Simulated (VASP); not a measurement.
```
CoO
1.0
    2.85213     0.00000     0.00000
   -1.42607     2.47002     0.00000
    0.00000     0.00000     5.12489
Co O
2 2
Direct
  0.00000   0.00000   0.00000
  0.00000   0.00000   0.50000
  0.33333   0.66667   0.25000
  0.66667   0.33333   0.75000
```
Starting moments (μB, in the order of the record's atoms Co Co O O): 2.5 2.5 0.4 0.4.

These are PBEsol GGA, VASP's PBE PAW potentials (set 64) (plane waves; VASP) values and carry that method's errors. Numerical set-up: 520 eV cut-off, Gaussian smearing of 0.050 eV, potentials Co O.

The moments were started parallel, and other spin orders were not tried in this run.

**Question.** Give the spin-up energies of bands 7 to 20 at the high-symmetry points, in eV from the Fermi level.

**Answer.** 
| band | Γ | M | K | A | L | H |
|---|---|---|---|---|---|---|
| 7 | -3.89 | -5.85 | -6.50 | -5.29 | -5.62 | -6.50 |
| 8 | -3.36 | -4.39 | -5.52 | -5.29 | -5.62 | -6.50 |
| 9 | -3.36 | -4.33 | -2.93 | -2.94 | -3.54 | -2.88 |
| 10 | -3.16 | -3.13 | -2.74 | -2.94 | -3.54 | -2.88 |
| 11 | -3.15 | -2.87 | -2.74 | -2.78 | -2.14 | -2.55 |
| 12 | -3.08 | -2.50 | -2.66 | -2.78 | -2.14 | -2.55 |
| 13 | -3.08 | -2.20 | -2.66 | -2.78 | -2.06 | -2.53 |
| 14 | -2.38 | -2.01 | -2.10 | -2.78 | -2.06 | -2.53 |
| 15 | -2.38 | -1.97 | -1.04 | -0.95 | -1.08 | -1.75 |
| 16 | -1.74 | -1.64 | -1.04 | -0.95 | -1.08 | -1.75 |
| 17 | 0.04 | 0.02 | -1.02 | -0.95 | -0.92 | 0.07 |
| 18 | 0.04 | 0.12 | -1.02 | -0.95 | -0.92 | 0.07 |
| 19 | 1.30 | 5.89 | 8.51 | 3.98 | 5.90 | 8.08 |
| 20 | 5.85 | 8.36 | 9.13 | 3.98 | 5.90 | 8.08 |

**Question.** Give the spin-down energies of bands 7 to 20 at the high-symmetry points, in eV from the Fermi level.

**Answer.** 
| band | Γ | M | K | A | L | H |
|---|---|---|---|---|---|---|
| 7 | -2.51 | -4.92 | -5.44 | -3.81 | -4.38 | -5.23 |
| 8 | -2.43 | -3.67 | -4.91 | -3.81 | -4.38 | -5.23 |
| 9 | -2.43 | -2.41 | -0.68 | -0.76 | -1.57 | -0.92 |
| 10 | -1.06 | -1.14 | -0.54 | -0.76 | -1.57 | -0.92 |
| 11 | -1.06 | 0.05 | -0.54 | -0.73 | 0.16 | -0.10 |
| 12 | -0.82 | 0.09 | -0.31 | -0.73 | 0.16 | -0.10 |
| 13 | -0.82 | 0.26 | -0.31 | -0.73 | 0.31 | 0.28 |
| 14 | 0.32 | 0.51 | 0.58 | -0.73 | 0.31 | 0.28 |
| 15 | 0.32 | 0.70 | 1.44 | 1.45 | 1.48 | 0.66 |
| 16 | 0.78 | 0.87 | 1.44 | 1.45 | 1.48 | 0.66 |
| 17 | 1.91 | 2.57 | 1.75 | 1.45 | 1.75 | 2.67 |
| 18 | 2.44 | 2.67 | 1.75 | 1.45 | 1.75 | 2.67 |
| 19 | 2.44 | 6.26 | 9.35 | 4.59 | 6.48 | 8.62 |
| 20 | 6.19 | 9.28 | 9.76 | 4.59 | 6.48 | 8.62 |

It has no gap at this level: it comes out as a metal or semimetal.

The structure was generated: CoO was put into the NiAs type type (P6_3/mmc), which need not be its known phase. It was relaxed first.
